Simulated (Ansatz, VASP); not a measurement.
# Cross-check of Zn (Zn(0001)) between VASP and Ansatz, part 2 of 2

Wanted: the spread between two codes on one cell, functional and k mesh. Of the first pair: The cell is taken from a series of runs on this material, whose earlier steps may have relaxed, scaled, displaced or heated it; both programs get it as it stands.

VASP 6.6.1 and Ansatz 0.2.0.

So far. Step 4 (Differences): The largest component of a force difference here is 4 meV/Å. Where the cell holds vacuum, a pressure given here is an average over it and none of the material.

## 5. Ansatz: relaxation, PBE

Level of this step: Ansatz beside VASP: Kohn-Sham DFT, plane waves, PBE (Ansatz).

The two programs are compared at the cell with which this relaxation starts, whose forces are those of its first step.

The structure compared here is the start of the Ansatz relaxation; VASP solves that cell, so the two are compared at the walk's first step.

input.yaml

```yaml
crystal:
  lattice:
    - [2.66, 0.0, 0.0]
    - [1.33, 2.3036275741, 0.0]
    - [0.0, 0.0, 18.93696]
  atoms:
    - { symbol: Zn, position: [0.0, 0.0, 0.3696475041] }
    - { symbol: Zn, position: [0.6666666667, 0.6666666667, 0.5] }
    - { symbol: Zn, position: [0.0, 0.0, 0.6303524959] }
kpoints:
  mp_grid: { grid: [14, 14, 1] }
hamiltonian:
  xc: pbe
scf:
  occupations: { method: fermi_dirac, width: 0.1 }
efield:
  axis: 3
  dipole_correction: true
  ramp_width: 0.05
relax:
  f_tol: 0.02
  max_steps: 60
  constraints: [{ sites: [0] }]
output:
  write_potential: true
  write_density: true
  volumetric_format: npy
```

Launch:

```bash
$ ansatz run input.yaml --threads 2 --pin off --max-ram 4096MiB --backend cpu --events-out ev --progress --plain --runs-dir out
```

Numbers of over 12 decimals in the logs are rounded to 6 here.

Log:

```text
[...]
Crystal: 3 atoms, lattice volume = 116.039 Å³
Basis set: ecut = 420 eV, 2313 PW (Γ), exchange–correlation on 36×36×256 points (8 copies of the dense FFT grid, shifted against one another)
Bands: 22, of which v1, the nominal top of the filled ones, is band 18 counted from 1 (17 counted from 0)
Symmetry: 6 space group operations
[...]
k-point 23: bands = [... 14 lower, -5.1024, 1.8496, 2.0505, 3.0439, 3.7628, 4.0350, 5.2250, 5.5361]
--- Relaxed structure (3 steps of the walk, 3 accepted, 0 SCFs on fresh bases) ---
  F+E_penalty+E_count = -9956.83505567 eV   max|allowed force component| = 1.084e-2 eV/Å
  atoms:
    - { symbol: Zn, position: [0.0, 0.0, 0.369648] }
    - { symbol: Zn, position: [0.666667, 0.666667, 0.503733] }
    - { symbol: Zn, position: [0, 0, 0.637337] }
[key lines of the parts left out:]
SCF converged after 7 iterations
Free energy (F): -9956.835056 eV
Fermi energy:    1.791913 eV
Dipole field:    D = -0.000296 V/Å  (p = -0.000190 e·Å, saw-weighted, corrected)
Work function:   Φ+ = 4.1469 eV   Φ− = 4.1413 eV
```

## 6. VASP: single point, PBE, start cell, pair 2

The same cell, functional, mesh and smearing now go to VASP, with its own data sets.

INCAR

```
SYSTEM = Zn
PREC = Accurate
ENCUT = 400
EDIFF = 1E-06
NELM = 120
ISMEAR = -1
SIGMA = 0.1
LREAL = .FALSE.
ALGO = Normal
GGA = PE
NBANDS = 24
LORBIT = 11
LWAVE = .FALSE.
LCHARG = .FALSE.
ISIF = 2
LDIPOL = .TRUE.
IDIPOL = 3
DIPOL = 0.5 0.5 0.5
LVHAR = .TRUE.
LASPH = .TRUE.
GGA_COMPAT = .FALSE.
NELMDL = -8
```

POSCAR

```
Zn
1.0
    2.6600000000      0.0000000000      0.0000000000
    1.3300000000      2.3036275741      0.0000000000
    0.0000000000      0.0000000000     18.9369600000
Zn
3
Direct
    0.0000000000      0.0000000000      0.3696475041
    0.6666666667      0.6666666667      0.5000000000
    0.0000000000      0.0000000000      0.6303524959
```

KPOINTS

```
Automatic mesh
0
Gamma
14 14 1
0 0 0
```

Potentials, in the order of the species: Zn (PBE family, release 64).

Launch:

```bash
$ mpirun -np 1 vasp_std
```

Log:

```text
[... set-up lines as in an earlier step ...]
 entering main loop
       N       E                     dE             d eps       ncg     rms          rms(c)
DAV:   1     0.177491099097E+03    0.17749E+03   -0.15570E+04  1160   0.147E+03
DAV:   2     0.747637828955E+01   -0.17001E+03   -0.16770E+03  1256   0.314E+02
DAV:   3    -0.325089745138E+01   -0.10727E+02   -0.10712E+02  1328   0.987E+01
DAV:   4    -0.334435924557E+01   -0.93462E-01   -0.93453E-01  1288   0.937E+00
[...]
DAV:  21    -0.306506641113E+01   -0.36460E-05   -0.15045E-07   848   0.861E-03    0.665E-04
DAV:  22    -0.306506859736E+01   -0.21862E-05   -0.88176E-08   776   0.392E-03    0.412E-04
DAV:  23    -0.306506908973E+01   -0.49237E-06   -0.22972E-08   768   0.328E-03
   1 F= -.30650691E+01 E0= -.30460685E+01  d E =-.380012E-01
```

OUTCAR, selected parts (step 6):

```text
  Total       -1.2826968     -1.2826968      0.0575832      0.0000000      0.0000000     -0.0000000
  in kB      -17.7104839    -17.7104839      0.7950644      0.0000000      0.0000000     -0.0000000
  external PRESSURE =     -11.5419678 kB  Pullay stress =       0.0000000 kB

 POSITION                                       TOTAL-FORCE (eV/Angst)
 -----------------------------------------------------------------------------------
      0.00000      0.00000      7.00000        -0.000000     -0.000000     -0.043455
      2.66000      1.53575      9.46848         0.000000      0.000000      0.000000
      0.00000      0.00000     11.93696        -0.000000     -0.000000      0.043455
 -----------------------------------------------------------------------------------
    total drift:                                0.000000      0.000000     -0.000000

  FREE ENERGIE OF THE ION-ELECTRON SYSTEM (eV)
  ---------------------------------------------------
  free  energy   TOTEN  =        -3.0650690897 eV

  energy  without entropy=       -3.0270678787  energy(sigma->0) =       -3.04606848

[... 2 parts as in an earlier step ...]

[... 1 further part left out ...]
[key lines of the parts left out:]
E-fermi :  -1.3353
```

## 7. Differences

Forces (eV/Å; atoms numbered as in POSCAR):

| atom | Ansatz x, y, z | VASP x, y, z |
| --- | --- | --- |
| Zn1 | 0.000, 0.000, -0.038 | 0.000, 0.000, -0.043 |
| Zn2 | 0.000, 0.000, 0.000 | 0.000, 0.000, 0.000 |
| Zn3 | 0.000, 0.000, 0.038 | 0.000, 0.000, 0.043 |

The forces differ by 2.7 meV/Å r.m.s., which is 13.3 % of the r.m.s. force of 0.020 eV/Å (both taken over all components). Where the cell holds vacuum, a pressure given here is an average over it and none of the material.

## 8. Ansatz: relaxation, PBE

This run makes the geometry at which the two programs are then compared.

The structure compared here is the end of the Ansatz relaxation.

This is the run of step 5 again, met here at its other cell.

## 9. VASP: single point, PBE, relaxed atoms in a fixed cell, pair 3

The same cell, functional, mesh and smearing now go to VASP, with its own data sets.

INCAR, as its differences from that of step 6:

```diff
@@ -17,3 +17,3 @@
 IDIPOL = 3
-DIPOL = 0.5 0.5 0.5
+DIPOL = 0.5 0.5 0.504
 LVHAR = .TRUE.
```

POSCAR

```
Zn
1.0
    2.6600000000      0.0000000000      0.0000000000
    1.3300000000      2.3036275741      0.0000000000
    0.0000000000      0.0000000000     18.9369600000
Zn
3
Direct
    0.0000000000      0.0000000000      0.3696475041
    0.6666666667      0.6666666667      0.5037328540
    0.0000000000      0.0000000000      0.6373373100
```

KPOINTS is that of step 6.

Launch:

```bash
$ mpirun -np 1 vasp_std
```

Log:

```text
[... set-up lines as in an earlier step ...]
 entering main loop
       N       E                     dE             d eps       ncg     rms          rms(c)
[... 25 cycles as in an earlier step ...]
   1 F= -.30683510E+01 E0= -.30509206E+01  d E =-.348610E-01
```

From OUTCAR (step 9):

```text
[... 6 parts as in an earlier step ...]

[... 1 further part left out ...]
[key lines of the parts left out:]
E-fermi :  -1.3274
```

## 10. Comparison

The two programs side by side:

| quantity | Ansatz | VASP | difference |
| --- | --- | --- | --- |
| work function, lower of the two faces (eV) | 4.14 | 4.14 | 0.00 |
| work function, higher of the two faces (eV) | 4.15 | 4.14 | 0.00 |

The largest component of a force difference here is 4 meV/Å. Where the cell holds vacuum, a pressure given here is an average over it and none of the material.

## 11. What came out

| Quantity | Value |
| --- | --- |
| difference in work function, higher of the two faces (single point, PBE, pair 1) | 0.0012 eV |
| r.m.s. force difference (single point, PBE, start cell, pair 2) | 2.7 meV/Å |
| difference in work function, higher of the two faces (single point, PBE, relaxed atoms in a fixed cell, pair 3) | 0.0025 eV |

What this shows: The r.m.s. force difference is 2.7 meV/Å (single point, PBE, start cell, pair 2), within the 12 meV/Å picked in this series as the mark of a large difference. Pairs 1 and 3 hold one cell, so they aren't independent. How closely two codes agree says nothing of how well the functional describes the real material.

[Lines on the potential files, build, host, timing and source positions are cut from VASP's logs without a mark.]

[Logs are printed without paths, hosts, clocks, repeated set-up lines and the standing remarks that a program may print on its own settings, such as how far it seeks lower states.]

[Hosts, paths, dates, database ids (printed as entryN), source tags and the programs' standing remarks are cut or masked in the printed files.]
